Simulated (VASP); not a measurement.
# Si5O2H12 (Si with 2 oxygen neighbours) in VASP: further runs, part 2 of 2

VASP 6.6.1. Earlier steps stand in the parts before.

## Step 3: Single point, PBE

INCAR

```
PREC = Accurate
ENCUT = 520
EDIFF = 1E-6
ISMEAR = 0
SIGMA = 0.02
LREAL = Auto
LASPH = True
NELM = 100
ALGO = Normal
ISIF = 2
LWAVE = False
LCHARG = False
GGA = PE
NBANDS = 37
```

KPOINTS

```
regular mesh
0
Gamma
  1 1 1
```

POSCAR

```
Si5H12O2
1.0
   15.0000000000      0.0000000000      0.0000000000
    0.0000000000     15.0000000000      0.0000000000
    0.0000000000      0.0000000000     15.0000000000
Si O H
5 2 12
Direct
    0.4925215322      0.5255163260      0.4994503994
    0.4012598201      0.5904497292      0.6103911632
    0.5355106072      0.6250306682      0.3849887494
    0.6819875693      0.4442125085      0.5390410081
    0.3774250494      0.3533093553      0.4652900581
    0.5811302033      0.4866675787      0.5523436706
    0.4395031642      0.4429535415      0.4491288951
    0.3791965730      0.5243430282      0.6818068145
    0.4488419607      0.6676168415      0.6519652212
    0.3161679098      0.6238605859      0.5704546541
    0.5906189395      0.5785768041      0.3159814921
    0.4542936598      0.6625953366      0.3409432072
    0.5886031972      0.7006196040      0.4226571476
    0.6756040357      0.3478257897      0.5147888958
    0.7306208835      0.4930791974      0.4669885197
    0.7308273522      0.4539639776      0.6250487199
    0.3320616270      0.3316950573      0.3795387874
    0.3092514574      0.3709839703      0.5358981622
    0.4345744486      0.2767001000      0.4932944445
```

Potentials or basis: VASP PAW PBE potentials, release 64 (Si, O, H).

Run with:

```bash
cat potpaw_PBE.64/Si/POTCAR potpaw_PBE.64/O/POTCAR potpaw_PBE.64/H/POTCAR > POTCAR
mpirun -np 1 vasp_gam > vasp.out
```

OUTCAR:

```text
PREC = Accurate
   ENCUT = 520
   EDIFF = 1E-6
   ISMEAR = 0
   LREAL = Auto
   LASPH = True
   NELM = 100
   ISIF = 2
   GGA = PE

 ion  position               nearest neighbor table
   1  0.493  0.526  0.499-   6 1.65   7 1.65   3 2.36   2 2.36
   2  0.401  0.590  0.610-   9 1.50  10 1.50   8 1.50   1 2.36
   3  0.536  0.625  0.385-  12 1.50  13 1.50  11 1.50   1 2.36
   4  0.682  0.444  0.539-  16 1.49  14 1.49  15 1.50   6 1.65
   5  0.377  0.353  0.465-  17 1.49  19 1.49  18 1.50   7 1.65
   6  0.581  0.487  0.552-   4 1.65   1 1.65
   7  0.440  0.443  0.449-   5 1.65   1 1.65
   8  0.379  0.524  0.682-   2 1.50
   9  0.449  0.668  0.652-   2 1.50
  10  0.316  0.624  0.570-   2 1.50
  11  0.591  0.579  0.316-   3 1.50
  12  0.454  0.663  0.341-   3 1.50
  13  0.589  0.701  0.423-   3 1.50
  14  0.676  0.348  0.515-   4 1.49
  15  0.731  0.493  0.467-   4 1.50
  16  0.731  0.454  0.625-   4 1.49
  17  0.332  0.332  0.380-   5 1.49
  18  0.309  0.371  0.536-   5 1.50
  19  0.435  0.277  0.493-   5 1.49

  LATTYP: Found a simple cubic cell.
 ALAT       =    15.0000000000

[... 197 lines left out ...]
 Fermi energy:        -5.7277340903

 k-point     1 :       0.0000    0.0000    0.0000
  band No.  band energies     occupation
      1     -24.7807      2.00000
      2     -24.2620      2.00000
      3     -14.7252      2.00000
      4     -13.5823      2.00000
      5     -13.0272      2.00000
      6     -12.8158      2.00000
[... 26 lines left out ...]
     33       0.4277      0.00000
     34       0.4965      0.00000
 [bands above 34 left out]

------------------------ aborting loop because EDIFF is reached ----------------------------------------

  FORCE on cell =-STRESS in cart. coord.  units (eV):
  Direction    XX          YY          ZZ          XY          YZ          ZX
  --------------------------------------------------------------------------------------
  -------------------------------------------------------------------------------------
  Total       -0.1691162     -0.2163804     -0.3762630      0.0203399      0.0106367      0.0348608
  in kB       -0.0802827     -0.1027199     -0.1786193      0.0096558      0.0050495      0.0165491
  external PRESSURE =      -0.1205406 kB  Pullay stress =       0.0000000 kB

 VOLUME and BASIS-vectors are now :
 -----------------------------------------------------------------------------
  energy-cutoff  :      520.00
  volume of cell :     3375.00
      direct lattice vectors                 reciprocal lattice vectors
    15.000000000  0.000000000  0.000000000     0.066666667  0.000000000  0.000000000
     0.000000000 15.000000000  0.000000000     0.000000000  0.066666667  0.000000000
     0.000000000  0.000000000 15.000000000     0.000000000  0.000000000  0.066666667

 POSITION                                       TOTAL-FORCE (eV/Angst)
 -----------------------------------------------------------------------------------
      7.38782      7.88274      7.49176        -0.023980      0.072871     -0.002893
      6.01890      8.85675      9.15587        -0.004432      0.005319      0.005861
      8.03266      9.37546      5.77483         0.002662      0.004690     -0.006561
     10.22981      6.66319      8.08562         0.065275     -0.030690      0.010558
      5.66138      5.29964      6.97935        -0.038850     -0.057959     -0.008045
      8.71695      7.30001      8.28516         0.003382     -0.006582     -0.002068
[... 11 lines left out ...]
      4.63877      5.56476      8.03847         0.019849     -0.006250     -0.019217
      6.51862      4.15050      7.39942        -0.017943      0.023016     -0.008599
 -----------------------------------------------------------------------------------
    total drift:                                0.005652      0.000012     -0.002946

  FREE ENERGIE OF THE ION-ELECTRON SYSTEM (eV)
  ---------------------------------------------------
  free  energy   TOTEN  =       -84.8054583109 eV

  energy  without entropy=      -84.8054583109  energy(sigma->0) =      -84.80545831
```

OSZICAR:

```text
N       E                     dE             d eps       ncg     rms          rms(c)
DAV:   1     0.360978464795E+03    0.36098E+03   -0.11031E+04    82   0.714E+02
DAV:   2     0.383516150300E+02   -0.32263E+03   -0.30923E+03   127   0.138E+02
DAV:   3    -0.827334108255E+02   -0.12109E+03   -0.12044E+03   116   0.920E+01
[... 19 lines left out ...]
DAV:  23    -0.848054424473E+02   -0.50213E-05   -0.29331E-07    92   0.360E-03    0.169E-03
DAV:  24    -0.848054525805E+02   -0.10133E-04   -0.52053E-07    76   0.279E-03    0.181E-03
DAV:  25    -0.848054559499E+02   -0.33694E-05   -0.22763E-07    92   0.219E-03    0.987E-04
DAV:  26    -0.848054574350E+02   -0.14851E-05   -0.28324E-07    84   0.257E-03    0.511E-04
DAV:  27    -0.848054583109E+02   -0.87585E-06   -0.20917E-08    76   0.998E-04
   1 F= -.84805458E+02 E0= -.84805458E+02  d E =-.163721E-13
```

stdout:

```text
POSCAR found type information on POSCAR SiO H
 POSCAR found :  3 types and      19 ions
 scaLAPACK will be used
 LDA part: xc-table for (Slater+PW92), standard interpolation
 POSCAR, INCAR and KPOINTS ok, starting setup
 FFT: planning ... GRIDC
 FFT: planning ... GRID_SOFT
 FFT: planning ... GRID
 WAVECAR not read
 entering main loop
```

Wall time 9.2 min (1 thread of Intel Xeon Platinum 8259CL at 2.50GHz (Skylake/Cascade Lake), shared host); peak memory 2.2 GiB.

What came out:

```
Free energy                     : -84.8055 eV
Largest force                   : 0.077 eV/Å
Gap between the frontier levels : 4.54 eV
```

Forces on the atoms (eV/Å):
```
Si  -0.024  0.073 -0.003
Si  -0.004  0.005  0.006
Si   0.003  0.005 -0.007
Si   0.065 -0.031  0.011
Si  -0.039 -0.058 -0.008
O    0.003 -0.007 -0.002
O    0.004 -0.005  0.002
H    0.002  0.010 -0.010
H   -0.006 -0.011 -0.006
H    0.012 -0.005  0.004
H   -0.008  0.007  0.010
H    0.010 -0.006  0.008
H   -0.008 -0.010 -0.004
H    0.002  0.029  0.008
H   -0.014 -0.015  0.020
H   -0.012 -0.003 -0.026
H    0.011  0.005  0.027
H    0.020 -0.006 -0.019
H   -0.018  0.023 -0.009
```

As with any semilocal functional, this PBE gap is likely too small.
